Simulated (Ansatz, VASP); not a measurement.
# CoSi2: VASP beside Ansatz, part 3 of 3

One calculation is typed for both programs; each brings its own data sets and cutoff. How far apart do they land? The cell is a member of a volume series, scaled by 1.015 from a relaxed one, so a pressure remains.

VASP 6.6.1 and Ansatz 0.2.0.

So far. Step 3 (Ansatz: single point, PBEsol with D3(BJ), volume scaled …): The run ends at a pressure of -3.08 GPa. Step 6 (Ansatz: single point, r2SCAN with rVV10, volume scaled …): The run ends at a pressure of 3.18 GPa.

### Step 8. Ansatz: single point, r2SCAN with rVV10, volume scaled by 1.015

Level of this step: Ansatz beside VASP: Kohn-Sham DFT, plane waves, r2SCAN with rVV10 (Ansatz).

With cell and atoms fixed, the geometry can't cause a difference; cores, projectors, grids and the points listed under the comparison can. The cell compared in this pair holds 37.91 Å³, against 36.79 Å³ for the pair before.

The cell is a member of a volume series, scaled by 1.015 from a relaxed one, so a pressure remains.

input.yaml reads:

```yaml
crystal:
  lattice:
    - [0.0, 2.66628151, 2.66628151]
    - [2.66628151, 0.0, 2.66628151]
    - [2.66628151, 2.66628151, 0.0]
  atoms:
    - { symbol: Co, position: [0.0, 0.0, 0.0] }
    - { symbol: Si, position: [0.75, 0.75, 0.75] }
    - { symbol: Si, position: [0.25, 0.25, 0.25] }
hamiltonian:
  xc: r2scan
  pseudopotentials: { kind: paw }
  dispersion: rvv10
magnetization:
  spin_polarized: true
kpoints:
  mp_grid: { grid: [12, 12, 12] }
scf:
  occupations: { method: gaussian, width: 0.05 }
  n_extra_bands: 6
output:
  forces: true
  stress: true
  eigenvalues: true
```

The run is started by

```sh
$ ansatz run input.yaml --threads 2 --pin off --max-ram 4608MiB --backend cpu --events-out ev --progress --plain --runs-dir out
```

Numbers of over 12 decimals in the logs are rounded to 6 here.

The log of the run:

```text
[...]
Crystal: 3 atoms, lattice volume = 37.909 Å³
Basis set: ecut = 500 eV, 941 PW (Γ), exchange–correlation on 128×128×128 points (64 copies of the dense FFT grid, shifted against one another)
Bands: 19, of which v1, the nominal top of the filled ones, is band 13 counted from 1 (12 counted from 0)
Symmetry: 48 space group operations
[...]
k-point 1 ↑: bands = [... 9 lower, 10.8995, 14.3359, 15.2204, 15.8289, 15.8289, 17.4522, 17.4522, 18.2721, ... 2 higher]
  k-point 2 ↑: bands = [... 9 lower, 10.8273, 13.2509, 15.0487, 15.0487, 15.3146, 17.6420, 17.6420, 18.5431, ... 2 higher]
  k-point 71 ↓: bands = [... 9 lower, 10.5966, 11.0022, 11.4293, 12.2450, 16.9833, 16.9833, 19.2062, 20.0444, ... 2 higher]
[key lines of the parts left out:]
SCF converged after 14 iterations
Magnetization: 0.0000 μB (12.5000 up, 12.5000 down)
Free energy (F): -6409.089810 eV
Fermi energy:    12.967860 eV
P = ⅓ Tr σ = -2.8218 GPa (-28.218 kbar)
```

It took 16 s on 2 threads of Arm Neoverse N1, shared host; peak memory 0.55 GiB.

The run ends at a pressure of -2.82 GPa.

### Step 9. VASP: single point, r2SCAN with rVV10, volume scaled by 1.015

The same cell, functional, mesh and smearing now go to VASP, with its own data sets and cutoff.

The input asks for a relaxation, which ended at its first step since no free force or stress exceeded the threshold; so it serves as a single point.

INCAR reads:

```
SYSTEM = CoSi2
PREC = Accurate
ENCUT = 450
EDIFF = 1E-06
NELM = 100
ISMEAR = 0
SIGMA = 0.05
LREAL = .FALSE.
ALGO = Normal
METAGGA = R2SCAN
LUSE_VDW = .TRUE.
IVDW_NL = 2
BPARAM = 11.95
CPARAM = 0.0093
LASPH = .TRUE.
NBANDS = 16
ISPIN = 2
MAGMOM = 0 0 0
LMAXMIX = 4
LORBIT = 11
LWAVE = .FALSE.
LCHARG = .FALSE.
KPAR = 8
IBRION = 2
NSW = 30
ISIF = 4
EDIFFG = -0.01
```

POSCAR reads:

```
CoSi2
1.0
    0.0000000000      2.6662815122      2.6662815122
    2.6662815122      0.0000000000      2.6662815122
    2.6662815122      2.6662815122      0.0000000000
Co Si
1 2
Direct
    0.0000000000      0.0000000000      0.0000000000
    0.7500000000      0.7500000000      0.7500000000
    0.2500000000      0.2500000000      0.2500000000
```

KPOINTS reads:

```
Automatic mesh
0
Gamma
12 12 12
0 0 0
```

The projector-augmented-wave data sets are Co and Si (PBE family, release 64).

The run is started by

```sh
$ mpirun -np 8 vasp_std
```

The log of the run:

```text
[banner, memory and clock lines left out]
running    8 mpi-ranks, on    1 nodes
[...]
[... a notice as in an earlier step ...]

 [... a notice as in an earlier step ...]

 [... a notice as in an earlier step ...]

 LDA part: xc-table for (None), standard interpolation
 POSCAR, INCAR and KPOINTS ok, starting setup
[...]
entering main loop
       N       E                     dE             d eps       ncg     rms          rms(c)
Total rVV10 correction in eV:      0.3045352    21.2954704
Total rVV10 correction in eV:      0.3045352    21.2954704
Total rVV10 correction in eV:      0.3045352    21.2954704
Total rVV10 correction in eV:      0.3045352    21.2954704
Total rVV10 correction in eV:      0.3045352    21.2954704
Total rVV10 correction in eV:      0.3045352    21.2954704
Total rVV10 correction in eV:      0.3045352    21.2954704
Total rVV10 correction in eV:      0.3045352    21.2954704
DAV:   1     0.438774579996E+02    0.43877E+02   -0.63251E+03  4632   0.929E+02
[...]
Total rVV10 correction in eV:      0.2975257    21.2954705
Total rVV10 correction in eV:      0.2975257    21.2954705
Total rVV10 correction in eV:      0.2975257    21.2954705
DAV:  13    -0.317088880227E+02    0.10539E-06   -0.26482E-06  5456   0.182E-02
Total rVV10 correction in eV:      0.2974982    21.2954705
Total rVV10 correction in eV:      0.2974982    21.2954705
Total rVV10 correction in eV:      0.2974982    21.2954705
Total rVV10 correction in eV:      0.2974982    21.2954705
Total rVV10 correction in eV:      0.2974982    21.2954705
Total rVV10 correction in eV:      0.2974982    21.2954705
Total rVV10 correction in eV:      0.2974982    21.2954705
Total rVV10 correction in eV:      0.2974982    21.2954705
Total rVV10 correction in eV:      0.2975243    21.2954705
Total rVV10 correction in eV:      0.2975243    21.2954705
Total rVV10 correction in eV:      0.2975243    21.2954705
Total rVV10 correction in eV:      0.2975243    21.2954705
Total rVV10 correction in eV:      0.2975243    21.2954705
Total rVV10 correction in eV:      0.2975243    21.2954705
Total rVV10 correction in eV:      0.2975243    21.2954705
Total rVV10 correction in eV:      0.2975243    21.2954705
   1 F= -.31708888E+02 E0= -.31708051E+02  d E =-.317089E+02  mag=     0.0000
[...]
reached required accuracy - stopping structural energy minimisation
```

OUTCAR, selected parts (step 9):

```text
  Total       -0.7232798     -0.7232798     -0.7232798      0.0000000      0.0000000     -0.0000000
  in kB      -30.5681345    -30.5681345    -30.5681345      0.0000000      0.0000000     -0.0000000
  external PRESSURE =     -30.5681345 kB  Pullay stress =       0.0000000 kB

 POSITION                                       TOTAL-FORCE (eV/Angst)
 -----------------------------------------------------------------------------------
      0.00000      0.00000      0.00000        -0.000000     -0.000000     -0.000000
      3.99942      3.99942      3.99942         0.000000     -0.000000      0.000000
      1.33314      1.33314      1.33314        -0.000000      0.000000     -0.000000
 -----------------------------------------------------------------------------------
    total drift:                               -0.000000     -0.000000      0.000000

  FREE ENERGIE OF THE ION-ELECTRON SYSTEM (eV)
  ---------------------------------------------------
  free  energy   TOTEN  =       -31.7088880227 eV

  energy  without entropy=      -31.7072148849  energy(sigma->0) =      -31.70805145

 magnetization (x)
# of ion       s       p       d       tot
------------------------------------------
    1        0.000   0.000   0.000   0.000
    2       -0.000  -0.000   0.000  -0.000
    3       -0.000  -0.000   0.000  -0.000
--------------------------------------------------
tot          0.000  -0.000   0.000   0.000

[... 2 parts as in an earlier step ...]

[... 2 further parts left out ...]
[key lines of the parts left out:]
E-fermi :  10.1436
```

### Step 10. Differences

The two programs side by side:

| quantity | Ansatz | VASP | difference |
| --- | --- | --- | --- |
| pressure (GPa) | -2.82 | -3.06 | +0.24 |

### Step 11. Outcome

| Item | Value |
| --- | --- |
| difference in pressure (single point, PBEsol with D3(BJ), volume scaled by 1.015) | -0.042 GPa |
| difference in pressure (single point, r2SCAN with rVV10, volume scaled by 0.985) | 0.17 GPa |
| difference in pressure (single point, r2SCAN with rVV10, volume scaled by 1.015) | 0.24 GPa |

**Reading.** The difference in pressure is 0.24 GPa (single point, r2SCAN with rVV10, volume scaled by 1.015), within the 1 GPa picked in this series as the mark of a large difference. 5 further runs of this series are not shown here. Such differences can come from data sets, numerical settings and the points named under the comparisons, not from the functional's error against experiment.

[Lines on the potential files, build, host, timing and source positions are cut from VASP's logs without a mark.]

[Logs are printed without paths, hosts, clocks, repeated set-up lines and the standing remarks that a program may print on its own settings, such as how far it seeks lower states.]

[Hosts, paths, dates, database ids (printed as entryN), source tags and the programs' standing remarks are cut or masked in the printed files.]
